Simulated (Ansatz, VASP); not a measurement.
## Cross-check of LaAgPt (LaAgPt in the AlB2 type) between VASP and Ansatz

One calculation is typed for both programs; each brings its own data sets. How far apart do they land? The cell is generated by rule, not measured, and may not be a known phase. Of the first pair: The cell is taken from a series of runs on this material, whose earlier steps may have relaxed, scaled, displaced or heated it; both programs get it as it stands.

Method: plane waves, with VASP 6.6.1 beside it; relaxation of cell and atoms at LDA and zone-centre phonons at LDA, in Ansatz 0.2.0.

**1. The structure**

Symmetry: P-6m2, No. 187, hexagonal system. Conventional cell: a = 4.569 Å, b = 4.569 Å, c = 3.650 Å, α = 90.00°, β = 90.00°, γ = 120.00°. Nearest to La lie 6 Pt at 3.21 Å and 6 Ag at 3.21 Å. Nearest to Ag lie 3 Pt at 2.64 Å and 6 La at 3.21 Å. Nearest to Pt lie 3 Ag at 2.64 Å and 6 La at 3.21 Å. Farther neighbours are not listed.

Coordinates:

```cif
data_structure
_symmetry_space_group_name_H-M 'P 1'
_symmetry_Int_Tables_number 1
_cell_length_a 4.5692
_cell_length_b 4.5692
_cell_length_c 3.6501
_cell_angle_alpha 90.000
_cell_angle_beta 90.000
_cell_angle_gamma 120.000
_cell_volume 65.99
loop_
_atom_site_label
_atom_site_type_symbol
_atom_site_fract_x
_atom_site_fract_y
_atom_site_fract_z
_atom_site_occupancy
La1 La 0.00000 0.00000 0.00000 1
Ag2 Ag 0.33333 0.66667 0.50000 1
Pt3 Pt 0.66667 0.33333 0.50000 1
```

**2. Ansatz: relaxation of cell and atoms, LDA, pair 1**

Ansatz runs on its PAW soft_1 files.

The relaxed volume is the usual yardstick between codes: in a stiff, nearly cubic crystal its relative difference is about their pressure difference at one cell divided by the bulk modulus.

The input, input.yaml:

```yaml
crystal:
  lattice:
    - [4.5691718332, 3.1136e-06, 0.0]
    - [-2.284588613, 3.957017325, 0.0]
    - [0.0, 0.0, 3.6500596295]
  atoms:
    - { symbol: La, position: [0.0, 0.0, 0.0] }
    - { symbol: Ag, position: [0.3333333333, 0.6666666667, 0.5] }
    - { symbol: Pt, position: [0.6666666667, 0.3333333333, 0.5] }
kpoints:
  mp_grid: { grid: [9, 9, 8] }
hamiltonian:
  xc: lda
  pseudopotentials: { kind: paw, azcp: { folder: soft_1 }, xc_functional: pbe }
scf:
  occupations: { method: methfessel_paxton, width: 0.2 }
output:
  forces: true
  stress: true
  eigenvalues: true
relax:
  adjacent_minimum: "off"
  f_tol: 0.001
  max_steps: 60
  cell: { stress_tol: 0.01 }
```

Run with:

```
$ ansatz run input.yaml --threads 4 --pin off --max-ram 12288MiB --backend cpu --events-out ev --progress --plain --runs-dir out
```

Numbers of over 12 decimals in the logs are rounded to 6 here.

Output:

```text
Engine: ansatz 0.2.0, aarch64-unknown-linux-gnu
Pseudopotentials: kind: paw
Pseudopotential: La, paw, valence charge 11, recommended cutoff 420 eV (normal), soft_1/La.paw.azcp
Pseudopotential: Ag, paw, valence charge 19, recommended cutoff 420 eV (normal), soft_1/Ag.paw.azcp
Pseudopotential: Pt, paw, valence charge 18, recommended cutoff 420 eV (normal), soft_1/Pt.paw.azcp
Functional definition: SPW92
  exchange = slater_x
  correlation = pw_c
Crystal: 3 atoms, lattice volume = 65.994 Å³
Basis set: ecut = 420 eV, 1303 PW (Γ)
Bands: 29, of which v1, the nominal top of the filled ones, is band 24 counted from 1 (23 counted from 0)
Symmetry: 12 space group operations
Space group: P-6m2 (ITA 187), of the structure as read, at distance tolerance 4.0e-5 Å
k-points: 60 of 648 (time reversal used)
Non-local potential: La, projectors of the file, l = 0: 3, l = 1: 2, l = 2: 2, l = 3: 3
Non-local potential: Ag, projectors of the file, l = 0: 3, l = 1: 2, l = 2: 2, l = 3: 1
Non-local potential: Pt, projectors of the file, l = 0: 3, l = 1: 2, l = 2: 2, l = 3: 1
PAW form: soft (Blöchl's): semilocal exchange-correlation on the pseudo side does not see the compensation charge
PAW frozen core: La, regenerated for the run's functional, and the local potential with it (the file was generated under x = pbe(κ = 0.804, μ = 0.219515), c = pbe(β = 0.066725))
PAW frozen core: Ag, regenerated for the run's functional, and the local potential with it (the file was generated under x = pbe(κ = 0.804, μ = 0.219515), c = pbe(β = 0.066725))
PAW frozen core: Pt, regenerated for the run's functional, and the local potential with it (the file was generated under x = pbe(κ = 0.804, μ = 0.219515), c = pbe(β = 0.066725))
PAW one-centre angular grid: La, 590 points (default); XC on 64 Gauss nodes
PAW one-centre angular grid: Ag, 590 points (default); XC on 64 Gauss nodes
PAW one-centre angular grid: Pt, 590 points (default); XC on 64 Gauss nodes
Initial density: superposition of atomic densities (chi_scale 0.1, normalization cell, long waves kept (reshape's long-wave potential 0.00 eV rms))
Initial wavefunctions: pseudopotential atomic-orbital guess
Functional: x = slater, c = lda
SCF iter   1: F=—  HF=-25792.189322 eV  |F-HF|=—  |Δ(HF+E_count)|=         —  Δρ=3.98e-1  dr2=2.08e2  ethr=3.10e-3  ⟨swp⟩=4.7  Hψ=11988  notcnv=0
automatic band count: the SCF goes on with 34 bands, as 29 were too few: the levels above may hold too much charge
preconditioner: auto → Kerker (q_TF=auto, 2.587 Å⁻¹)  [metal: Δε(μ)=0.001 eV  Ē_g=6.310 eV  σ=0.200 eV  W_gap=0.00  n_scr=20 (ndim 8)  ℏωp=25.0 eV  f_vac=0.000  D(μ)=17.66/eV (n_scr^D=368)]
SCF iter   2: F=—  HF=-25785.451852 eV  |F-HF|=—  |Δ(HF+E_count)|=    6.74e0  S|Δr|=    0.00e0  Δρ=2.32e-1  dr2=6.53e1  ethr=3.10e-3  ⟨swp⟩=3.0  Hψ=4671  notcnv=0
SCF iter   3: F=—  HF=-25783.747692 eV  |F-HF|=—  |Δ(HF+E_count)|=    1.70e0  S|Δr|=    0.00e0  Δρ=1.17e-1  dr2=1.21e1  ethr=3.10e-3  ⟨swp⟩=2.7  Hψ=3768  notcnv=0
SCF iter   4: F=—  HF=-25783.068015 eV  |F-HF|=—  |Δ(HF+E_count)|=   6.80e-1  S|Δr|=    0.00e0  Δρ=5.19e-2  dr2=2.59e0  ethr=3.10e-3  ⟨swp⟩=2.0  Hψ=2789  notcnv=0  defer=19
SCF iter   5: F=—  HF=-25782.827589 eV  |F-HF|=—  |Δ(HF+E_count)|=   2.40e-1  S|Δr|=    0.00e0  Δρ=3.14e-2  dr2=9.58e-1  ethr=3.10e-3  ⟨swp⟩=2.0  Hψ=2418  notcnv=0  defer=19
SCF iter   6: F=—  HF=-25782.717716 eV  |F-HF|=—  |Δ(HF+E_count)|=   1.10e-1  S|Δr|=    0.00e0  Δρ=2.09e-2  dr2=3.93e-1  ethr=2.00e-3  ⟨swp⟩=2.1  Hψ=2788  notcnv=0  defer=6
SCF iter   7: F=—  HF=-25782.609427 eV  |F-HF|=—  |Δ(HF+E_count)|=   1.08e-1  S|Δr|=    0.00e0  Δρ=3.82e-3  dr2=9.22e-3  ethr=8.19e-4  ⟨swp⟩=2.3  Hψ=3699  notcnv=0  defer=14
SCF iter   8: F=—  HF=-25782.606054 eV  |F-HF|=—  |Δ(HF+E_count)|=   3.37e-3  S|Δr|=    0.00e0  Δρ=2.10e-3  dr2=2.08e-3  ethr=1.92e-5  ⟨swp⟩=2.5  Hψ=3273  notcnv=0  defer=14
SCF iter   9: F=—  HF=-25782.604799 eV  |F-HF|=—  |Δ(HF+E_count)|=   1.25e-3  S|Δr|=    0.00e0  Δρ=7.20e-4  dr2=4.11e-4  ethr=4.33e-6  ⟨swp⟩=2.0  Hψ=3645  notcnv=0  defer=14
SCF iter  10: F=—  HF=-25782.604647 eV  |F-HF|=—  |Δ(HF+E_count)|=   1.53e-4  S|Δr|=    0.00e0  Δρ=3.30e-4  dr2=8.92e-5  ethr=8.56e-7  ⟨swp⟩=2.3  Hψ=2566  notcnv=0  defer=14
SCF iter  11: F=—  HF=-25782.604598 eV  |F-HF|=—  |Δ(HF+E_count)|=   4.81e-5  S|Δr|=    0.00e0  Δρ=2.16e-5  dr2=2.69e-7  ethr=1.86e-7  ⟨swp⟩=2.0  Hψ=2945  notcnv=0  defer=20
SCF iter  12: F=—  HF=-25782.604598 eV  |F-HF|=—  |Δ(HF+E_count)|=   1.63e-8  S|Δr|=    0.00e0  Δρ=1.07e-5  dr2=1.17e-7  ethr=2.08e-10  ⟨swp⟩=8.3  Hψ=9705  notcnv=0
SCF iter  13: F=-25782.604598 eV  HF=-25782.604598 eV  |F-HF|=1.70e-8  |Δ(HF+E_count)|=   2.32e-8  S|Δr|=    0.00e0  Δρ=4.58e-6  dr2=1.84e-8  ethr=2.08e-10  ⟨swp⟩=4.4  Hψ=6513  notcnv=0
SCF 1 converged in 13 iterations: F = -25782.604598 eV  dr2 = 1.84e-8
  greatest PAW one-centre occupation: 1.001 electrons in one spin orbital (limit 2), on the Ag atom at site 1 (counted from 0), in its partial waves of l = 0
relax step   1: F+E_penalty+E_count = -25782.60459841 eV  Δ(F+E_penalty+E_count) = +0.000e0 eV  max|allowed force component| = 8.018e-17 eV/Å  Δτ_max = 0.0000 Å  P = -0.006 GPa  Ω = 65.994 Å³  (13 SCF iters, dr2 threshold 1.00e-7 eV, accepted)
[...]
relax step   2: F+E_penalty+E_count = -25782.60460089 eV  Δ(F+E_penalty+E_count) = -2.481e-6 eV  max|allowed force component| = 1.110e-16 eV/Å  Δτ_max = 0.0000 Å  P = +0.007 GPa  Ω = 65.983 Å³  energy of the carried Pulay correction = +2.141e-6 eV  (5 SCF iters, dr2 threshold 3.81e-10 eV, accepted)
[...]
relax step   3: F+E_penalty+E_count = -25782.60459818 eV  Δ(F+E_penalty+E_count) = +2.706e-6 eV  max|allowed force component| = 9.869e-17 eV/Å  Δτ_max = 0.0000 Å  P = +0.007 GPa  Ω = 65.983 Å³  stress off target by 9.06e-3 GPa  SCF on the basis re-selected at this cell (its energy is not comparable with the rows above)  (5 SCF iters)
basis re-selected at this cell: Δ(F+E_penalty+E_count) = +2.706e-6 eV, ΔP = +0.000 GPa vs the last step (what re-selecting the basis moved, of the pressure what is left beyond the Pulay correction that the steps carried, after the strain that the cell walked since its last selection, with what the two solves' SCF thresholds leave and, on support functions, any second-order correction that the steps lacked; it is no m [...]
SCF converged after 5 iterations
Stability not checked: this state was not tested for a lower state beside it, because cold or Methfessel-Paxton smearing, or corrected tetrahedra, fill the levels in a way that the test cannot read (fill_not_monotonic; see scf.lower_state_search)
Free energy (F): -25782.604598 eV
Harris-Foulkes:  -25782.604598 eV  (|F-HF|=0.00e0)
Internal energy: -25782.608996 eV  (E = F + TS)
E sigma→0 (E₀):  -25782.605698 eV
Entropy (-TS):   0.004398 eV (1.466 meV/atom)
Fermi energy:    15.725900 eV
--- Per-component energies (eV) ---
  E_band       = -526.430491
  E_kinetic    = 1256.201966
  E_local      = -5110.693459  (includes V_loc(G=0)·N_el)
  E_nonlocal   = 341.772914
  E_hartree    = 2256.374425
  E_xc         = -532.898640
  E_vxc        = -619.502937  (∫ρ·V_xc dr)
  E_paw        = -18276.516107  (= ΣΔE_a)
  E_vpaw       = -906.959283  (= ΣTr[D̂ρ^β])
  E_aug_tail   = 0.001456  (compensation charges beyond the density's cutoff)
  E_ewald      = -5718.362094
  E_core_change = 1.510542  (= ΣΔE_core)
  E_smearing   = 0.004398  (= −TS)
  E_closure    = -0.000000  (closes the sum)
  Σ components = -25782.604598   (vs F -25782.604598, Δ=0.00e0)
--- Forces (eV/Å), atoms counted from 1 ---
  atom   1  La     0.00000000    -0.00000000     0.00000000
  atom   2  Ag     0.00000000     0.00000000     0.00000000
  atom   3  Pt    -0.00000000     0.00000000     0.00000000
  max |Σ_I F_I| component: 1.57e-16 eV/Å
--- Stress (GPa, compression-positive) ---
        0.009058      -0.000000       0.000000
       -0.000000       0.009058       0.000000
        0.000000       0.000000       0.003156
  P = ⅓ Tr σ = 0.0071 GPa (0.071 kbar)
--- Band table (eV; the first three rows and the last of 60) ---
  k-point 0: bands = [... 20 lower, 12.5621, 13.3167, 13.3167, 16.0051, 16.0051, 16.5245, 17.6257, 17.6965, ... 6 higher]
  k-point 1: bands = [... 20 lower, 12.6221, 13.3401, 13.3401, 16.2654, 16.2654, 16.7533, 17.5105, 17.7187, ... 6 higher]
  k-point 2: bands = [... 20 lower, 13.0643, 13.3082, 13.3082, 16.7705, 16.8362, 16.8362, 17.3243, 17.6691, ... 6 higher]
  k-point 59: bands = [... 20 lower, 13.3328, 13.4553, 14.4048, 14.4360, 16.0510, 16.1649, 17.5206, 17.7670, ... 6 higher]
--- Relaxed structure (2 steps of the walk, 2 accepted, 1 SCFs on fresh bases) ---
  F+E_penalty+E_count = -25782.60459818 eV   max|allowed force component| = 9.869e-17 eV/Å   (the final SCF, on the basis selected at the relaxed cell)
  cell:  # Å, volume = 65.9826 Å³
    - [4.569173, 3.113567733629432e-6, 0]
    - [-2.284589, 3.957018, 0]
    - [0, 0, 3.649417]
  atoms:
    - { symbol: La, position: [0, 0, 0] }
    - { symbol: Ag, position: [0.333333, 0.666667, 0.500000] }
    - { symbol: Pt, position: [0.666667, 0.333333, 0.500000] }
```

The column dr2 measures how far the density is from self-consistency, as an energy; F and HF (Harris–Foulkes) agree once it is small.

**3. VASP: relaxation of cell and atoms, LDA, pair 1**

The same cell, functional (in two slightly different forms), mesh and smearing now go to VASP, with its own data sets.

Lines of VASP's logs that name or quote its potential files are left out, and so is its time.

The input, INCAR:

```
SYSTEM = LaAgPt
PREC = Accurate
ENCUT = 500
EDIFF = 1E-07
NELM = 200
ISMEAR = 1
SIGMA = 0.2
LREAL = .FALSE.
ALGO = Normal
GGA = CA
NBANDS = 22
LASPH = .TRUE.
LORBIT = 11
LWAVE = .FALSE.
LCHARG = .FALSE.
ISIF = 3
IBRION = 2
NSW = 80
EDIFFG = -0.005
GGA_COMPAT = .FALSE.
NELMIN = 4
LMAXMIX = 6
KPAR = 2
```

The input, POSCAR:

```
LaAgPt
1.0
    4.5691720000      0.0000030000      0.0000000000
   -2.2845890000      3.9570170000      0.0000000000
    0.0000000000      0.0000000000      3.6500600000
La Ag Pt
1 1 1
Direct
    0.0000000000      0.0000000000      0.0000000000
    0.3333334176      0.6666668351      0.5000000000
    0.6666667088      0.3333334176      0.5000000000
```

The input, KPOINTS:

```
Automatic mesh
0
Gamma
9 9 8
0 0 0
```

The projector-augmented-wave data sets are La, Ag and Pt (LDA family, release 64).

Run with:

```
$ mpirun -np 2 vasp_std
```

Output:

```text
[banner, memory and clock lines left out]
running    2 mpi-ranks, on    1 nodes
 distrk:  each k-point on    1 cores,    2 groups
 distr:  one band on    1 cores,    1 groups

 POSCAR found type information on POSCAR LaAgPt
 POSCAR found :  3 types and       3 ions
 LDA part: xc-table for (Slater(with rela. corr.)+CA(PZ))
 , standard interpolation
 POSCAR, INCAR and KPOINTS ok, starting setup
 FFT: planning ... GRIDC
 FFT: planning ... GRID_SOFT
 FFT: planning ... GRID
 WAVECAR not read
 entering main loop
       N       E                     dE             d eps       ncg     rms          rms(c)
DAV:   1     0.233615952934E+03    0.23362E+03   -0.13058E+04  2880   0.210E+03
DAV:   2     0.203400808962E+02   -0.21328E+03   -0.18899E+03  3084   0.308E+02
DAV:   3    -0.169410639494E+02   -0.37281E+02   -0.34172E+02  3806   0.127E+02
DAV:   4    -0.198308834071E+02   -0.28898E+01   -0.25926E+01  4794   0.341E+01
DAV:   5    -0.200023307539E+02   -0.17145E+00   -0.16744E+00  3848   0.717E+00    0.103E+01
DAV:   6    -0.189373556626E+02    0.10650E+01   -0.14509E+01  4258   0.360E+01    0.723E+00
DAV:   7    -0.187289051126E+02    0.20845E+00   -0.20036E+00  4352   0.133E+01    0.354E+00
DAV:   8    -0.186892120861E+02    0.39693E-01   -0.30825E-01  4390   0.483E+00    0.945E-01
DAV:   9    -0.186802820398E+02    0.89300E-02   -0.33595E-02  3640   0.193E+00    0.295E-01
DAV:  10    -0.186790624429E+02    0.12196E-02   -0.56747E-03  4390   0.671E-01    0.161E-01
DAV:  11    -0.186787604094E+02    0.30203E-03   -0.19435E-03  4454   0.448E-01    0.452E-02
DAV:  12    -0.186787414090E+02    0.19000E-04   -0.24080E-04  3852   0.143E-01    0.171E-02
DAV:  13    -0.186787388746E+02    0.25344E-05   -0.30247E-05  3842   0.601E-02    0.708E-03
DAV:  14    -0.186787384870E+02    0.38757E-06   -0.34119E-06  4364   0.189E-02    0.294E-03
DAV:  15    -0.186787383793E+02    0.10770E-06   -0.87214E-07  3876   0.750E-03    0.967E-04
DAV:  16    -0.186787383718E+02    0.74870E-08   -0.11805E-07  2298   0.408E-03
   1 F= -.18678738E+02 E0= -.18680157E+02  d E =-.186787E+02
[...]
2 F= -.18678747E+02 E0= -.18680187E+02  d E =-.857214E-05
[...]
3 F= -.18678764E+02 E0= -.18680194E+02  d E =-.252203E-04
[...]
4 F= -.18678776E+02 E0= -.18680204E+02  d E =-.128795E-04
 trial-energy change:   -0.000013  1 .order   -0.000013   -0.000015   -0.000011
 step:   3.1294(harm=  3.1294)  dis= 0.00000  next Energy=   -18.678790 (dE=-0.260E-04)
 bond charge predicted
       N       E                     dE             d eps       ncg     rms          rms(c)
DAV:   1    -0.186792593280E+02   -0.48285E-03   -0.17388E-02  3394   0.160E+00    0.131E-01
DAV:   2    -0.186788750779E+02    0.38425E-03   -0.20365E-03  3628   0.425E-01    0.570E-02
DAV:   3    -0.186788098362E+02    0.65242E-04   -0.20612E-04  4358   0.148E-01    0.292E-02
DAV:   4    -0.186787865887E+02    0.23248E-04   -0.58944E-05  4320   0.747E-02    0.113E-02
DAV:   5    -0.186787848451E+02    0.17436E-05   -0.81310E-06  3748   0.278E-02    0.633E-03
DAV:   6    -0.186787848430E+02    0.20964E-08   -0.29434E-06  4454   0.174E-02    0.210E-03
DAV:   7    -0.186787847767E+02    0.66261E-07   -0.36065E-07  2898   0.695E-03
   5 F= -.18678785E+02 E0= -.18680202E+02  d E =-.211846E-04
 curvature:  -1.82 expect dE=-0.268E-05 dE for cont linesearch -0.113E-05
 trial: gam= 0.00000 g(F)=  0.542E-42 g(S)=  0.148E-05 ort =-0.347E-05 (trialstep = 0.135E+01)
 search vector abs. value=  0.148E-05
 reached required accuracy - stopping structural energy minimisation
```

Parts of OUTCAR (step 3):

```text
ion  position               nearest neighbor table
   1  0.000  0.000  0.000-   3 3.21   3 3.21   2 3.21   2 3.21   2 3.21   2 3.21   3 3.21   3 3.21
                             3 3.21   3 3.21   2 3.21   2 3.21
   2  0.333  0.667  0.500-   3 2.64   3 2.64   3 2.64   1 3.21   1 3.21   1 3.21   1 3.21   1 3.21
                             1 3.21
   3  0.667  0.333  0.500-   2 2.64   2 2.64   2 2.64   1 3.21   1 3.21   1 3.21   1 3.21   1 3.21
                             1 3.21

  LATTYP: Found a hexagonal cell.
 ALAT       =     4.5691720000
 C/A-ratio  =     0.7988449548

 Subroutine GETGRP returns: Found 12 space group operations
 (whereof 12 operations were pure point group operations)

The static configuration has the point symmetry D_3h.

 Found     60 irreducible k-points:

   k-points           NKPTS =     60   k-points in BZ     NKDIM =     60   number of bands    NBANDS=     22

   dimension x,y,z NGX =    36 NGY =   36 NGZ =   28
   dimension x,y,z NGXF=    72 NGYF=   72 NGZF=   56

   ENCUT  =  500.0 eV  36.75 Ry    6.06 a.u.   8.33  8.33  6.65*2*pi/ulx,y,z

   NELECT =      32.0000    total number of electrons

 k-points in reciprocal lattice and weights: Automatic mesh
   0.00000000  0.00000000  0.00000000       0.002
   0.11111111  0.00000000  0.00000000       0.009
   0.22222222  0.00000000  0.00000000       0.009
   0.33333333  0.00000000  0.00000000       0.009
   0.44444444  0.00000000  0.00000000       0.009
   0.11111111  0.11111111  0.00000000       0.009
   0.22222222  0.11111111  0.00000000       0.019
   0.33333333  0.11111111  0.00000000       0.019
   0.44444444  0.11111111  0.00000000       0.009
[...]
0.33333333  0.22222222  0.50000000       0.019
   0.33333333  0.33333333  0.50000000       0.003

 average (electrostatic) potential at core
       1 -94.9501       2 -70.7571       3 -64.5419

 E-fermi :   9.0581

 k-point     1 :       0.0000    0.0000    0.0000
  band No.  band energies     occupation
    ...
     11       5.7703      2.00000
     12       5.8883      2.00000
     13       5.8884      2.00000
     14       6.6436      2.00000
     15       6.6436      2.00000
     16       9.3275     -0.06704
     17       9.3275     -0.06704
     18       9.8406     -0.00000
     19      10.9442     -0.00000
     20      11.0185     -0.00000
    ...

 k-point     2 :       0.1111    0.0000    0.0000
  band No.  band energies     occupation
    ...
     11       5.7030      2.00000
     12       5.8809      2.00000
     13       6.0164      2.00000
     14       6.6723      2.00000
     15       6.6800      2.00000
     16       9.1804      0.14964
     17       9.4156     -0.02984
     18       9.9450     -0.00000
     19      10.9735     -0.00000
     20      11.0248     -0.00000
    ...

 k-point     3 :       0.2222    0.0000    0.0000
  band No.  band energies     occupation
    ...
     12       5.8956      2.00000
     13       6.3016      2.00000
     14       6.7258      2.00000
     15       6.7427      2.00000
     16       8.8510      2.05687
     17       9.6802     -0.00010
     18      10.0918     -0.00000
     19      10.9996     -0.00000
     20      11.0266     -0.00000
     21      11.0464     -0.00000
    ...

  Total        0.0038988      0.0038988      0.0078430     -0.0000000      0.0000000      0.0000000
  in kB        0.0946761      0.0946761      0.1904572     -0.0000000      0.0000000      0.0000000
  external PRESSURE =       0.1266031 kB  Pullay stress =       0.0000000 kB

  energy-cutoff  :      500.00
  volume of cell :       65.98
      direct lattice vectors                 reciprocal lattice vectors
     4.572683354  0.000003002 -0.000000000     0.218689890  0.126260898  0.000000000
    -2.286344679  3.960057919 -0.000000000    -0.000000166  0.252521463 -0.000000000
    -0.000000000  0.000000000  3.643535359     0.000000000  0.000000000  0.274458706

 POSITION                                       TOTAL-FORCE (eV/Angst)
 -----------------------------------------------------------------------------------
      0.00000      0.00000      0.00000        -0.000000     -0.000000      0.000000
     -0.00000      2.64004      1.82177        -0.000000      0.000000     -0.000000
      2.28634      1.32002      1.82177         0.000000      0.000000      0.000000
 -----------------------------------------------------------------------------------
    total drift:                                0.000001     -0.000281     -0.000000

  FREE ENERGIE OF THE ION-ELECTRON SYSTEM (eV)
  ---------------------------------------------------
  free  energy   TOTEN  =       -18.6787847767 eV

  energy  without entropy=      -18.6830358965  energy(sigma->0) =      -18.68020182

 reached required accuracy - stopping structural energy minimisation

 total charge
# of ion       s       p       d       f       tot
--------------------------------------------------
    1        2.057   5.622   0.697   0.167   8.543
    2        0.591   0.338   9.118   0.000  10.047
    3        0.807   0.343   8.177   0.000   9.327
--------------------------------------------------
tot          3.455   6.302  17.993   0.167  27.916

[... 3 further parts left out ...]
```

(Continued in part 2 of 2.)

[Lines on the potential files, build, host, timing and source positions are cut from VASP's logs without a mark.]

[Logs are printed without paths, hosts, clocks, repeated set-up lines and the standing remarks that a program may print on its own settings, such as how far it seeks lower states.]

[Hosts, paths, dates, database ids (printed as entryN), source tags and the programs' standing remarks are cut or masked in the printed files.]
